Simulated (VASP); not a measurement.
A run of VASP 6.6.1 is set up as follows.

INCAR

```
PREC     = Accurate       # precision mode
ENCUT    = 520            # plane-wave cutoff, eV
EDIFF    = 1E-6           # SCF threshold, eV
ISMEAR   = 0              # smearing method
SIGMA    = 0.15           # smearing width, eV
LREAL    = F              # projectors in reciprocal space
LASPH    = T              # aspherical terms in the spheres
NELM     = 100            # most SCF steps
ALGO     = Normal         # electronic algorithm
ISIF     = 2              # what is computed and relaxed
LWAVE    = F              # write WAVECAR
LCHARG   = F              # write CHGCAR
NBANDS   = 19             # bands
```

Contents of KPOINTS:

```
Automatic mesh
0
Gamma
  12 12 12
```

The input POSCAR:

```
YTl
1.0
    3.7510000000      0.0000000000      0.0000000000
    0.0000000000      3.7510000000      0.0000000000
    0.0000000000      0.0000000000      3.7510000000
Y Tl
1 1
Direct
    0.5000000000      0.5000000000      0.5000000000
    0.0000000000      0.0000000000      0.0000000000
```

Potentials or basis: VASP PAW LDA potentials, release 64 (Y_sv, Tl_d).

Run with:

```sh
$ cat potpaw_LDA.64/Y_sv/POTCAR potpaw_LDA.64/Tl_d/POTCAR > POTCAR
$ mpirun -np 1 vasp_std > vasp.out
```

**Question.** Predict the band gap on the k mesh.

**Answer.** None (metal or under the smearing width).

**Question.** Estimate the pressure.

**Answer.** -2.9 GPa.

Spin-orbit coupling is left out, which matters for the levels of Tl.
